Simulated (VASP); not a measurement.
These are TPSS meta-GGA, VASP's PBE PAW potentials (set 64) (plane waves; VASP) values and carry that method's errors.

A VASP calculation is set up with these files.

**INCAR**
```
SYSTEM=V
PREC=Accurate; ENCUT=520; LREAL=.FALSE.
LASPH=.TRUE.
EDIFF=1E-7; NELM=100; ALGO=Normal
LMAXMIX=4; LMIXTAU=.TRUE.
ISMEAR=-5
METAGGA=TPSS
ISIF=2
LWAVE=.FALSE.; LCHARG=.FALSE.; LORBIT=11
NEDOS=601
```

KPOINTS:
```
Automatic
0
gamma
19 19 19
0 0 0
```

**POSCAR**
```
V
1
   -1.4858497176     1.4858497176     1.4858497176
    1.4858497176    -1.4858497176     1.4858497176
    1.4858497176     1.4858497176    -1.4858497176
V
1
Direct
  0.0000000000   0.0000000000   0.0000000000
```

File KPOINTS_OPT:
```
k-points along high-symmetry lines
10
Line-mode
Reciprocal
  0.000000   0.000000   0.000000 ! GAMMA
  0.500000  -0.500000   0.500000 ! H

  0.500000  -0.500000   0.500000 ! H
  0.000000   0.000000   0.500000 ! N

  0.000000   0.000000   0.500000 ! N
  0.000000   0.000000   0.000000 ! GAMMA

  0.000000   0.000000   0.000000 ! GAMMA
  0.250000   0.250000   0.250000 ! P

  0.250000   0.250000   0.250000 ! P
  0.500000  -0.500000   0.500000 ! H

  0.250000   0.250000   0.250000 ! P
  0.000000   0.000000   0.500000 ! N
```

POTCAR, in this order: V_sv (PBE.64 set). Program: vasp_std.

The run wrote:

**OSZICAR**
```
       N       E                     dE             d eps       ncg     rms          rms(c)
DAV:   1     0.540219070304E+02    0.54022E+02   -0.73732E+03  4400   0.143E+03
DAV:   2    -0.399858896565E+02   -0.94008E+02   -0.92411E+02  4548   0.371E+02
DAV:   3    -0.414934587047E+02   -0.15076E+01   -0.14752E+01  4638   0.552E+01
DAV:   4    -0.415039257707E+02   -0.10467E-01   -0.10460E-01  4484   0.485E+00
DAV:   5    -0.415040604249E+02   -0.13465E-03   -0.13465E-03  4560   0.544E-01    0.160E+01
DAV:   6    -0.158618201533E+02    0.25642E+02   -0.28590E+00  4416   0.305E+01    0.518E+00
DAV:   7    -0.142113639694E+02    0.16505E+01   -0.34589E+00  4400   0.266E+01    0.123E+00
DAV:   8    -0.161927962348E+02   -0.19814E+01   -0.20403E+00  4400   0.217E+01    0.808E-01
DAV:   9    -0.161600306212E+02    0.32766E-01   -0.11136E-01  4438   0.555E+00    0.143E+00
DAV:  10    -0.162601815494E+02   -0.10015E+00   -0.16287E-01  4420   0.586E+00    0.512E-01
DAV:  11    -0.162654611320E+02   -0.52796E-02   -0.47159E-03  4424   0.118E+00    0.223E-01
DAV:  12    -0.162653215399E+02    0.13959E-03   -0.68826E-04  4456   0.253E-01    0.280E-02
DAV:  13    -0.162654112206E+02   -0.89681E-04   -0.54454E-05  4428   0.917E-02    0.500E-02
DAV:  14    -0.162654000910E+02    0.11130E-04   -0.47417E-05  4414   0.114E-01    0.622E-03
DAV:  15    -0.162654027588E+02   -0.26679E-05   -0.41448E-07  4450   0.977E-03    0.207E-03
DAV:  16    -0.162654045806E+02   -0.18218E-05   -0.28678E-07  4176   0.639E-03    0.548E-04
DAV:  17    -0.162654045065E+02    0.74107E-07   -0.17679E-08  2200   0.241E-03
   1 F= -.16265405E+02 E0= -.16265405E+02  d E =0.000000E+00
       N       E                     dE             ncg
```

**OUTCAR**
```
------------------------ aborting loop because EDIFF is reached ----------------------------------------
  FORCE on cell =-STRESS in cart. coord.  units (eV):
  Direction    XX          YY          ZZ          XY          YZ          ZX
  --------------------------------------------------------------------------------------
  Total        0.0254199      0.0254199      0.0254199      0.0000000      0.0000000      0.0000000
  in kB        3.1038416      3.1038416      3.1038416      0.0000000      0.0000000      0.0000000
  external PRESSURE =       3.1038416 kB  Pullay stress =       0.0000000 kB
  volume of cell :       13.12
      direct lattice vectors                 reciprocal lattice vectors
    -1.485849718  1.485849718  1.485849718     0.000000000  0.336507787  0.336507787
     1.485849718 -1.485849718  1.485849718     0.336507787  0.000000000  0.336507787
     1.485849718  1.485849718 -1.485849718     0.336507787  0.336507787  0.000000000
 POSITION                                       TOTAL-FORCE (eV/Angst)
 -----------------------------------------------------------------------------------
      0.00000      0.00000      0.00000        -0.000000      0.000000      0.000000
 -----------------------------------------------------------------------------------
    total drift:                                0.000000     -0.000000      0.000000
  FREE ENERGIE OF THE ION-ELECTRON SYSTEM (eV)
  ---------------------------------------------------
  free  energy   TOTEN  =       -16.2654045065 eV

  energy  without entropy=      -16.2654045065  energy(sigma->0) =      -16.26540451

 total charge

# of ion       s       p       d       tot
------------------------------------------
    1        2.342   6.219   3.110  11.671
```
(Selected blocks of OUTCAR.)

For a metal the tetrahedron method with Blöchl corrections gives inexact stress and forces.

The compound is V in the bcc structure. It was relaxed first, which changed the volume by -6 %. The run is not spin-polarised, so no magnetic state was tried.
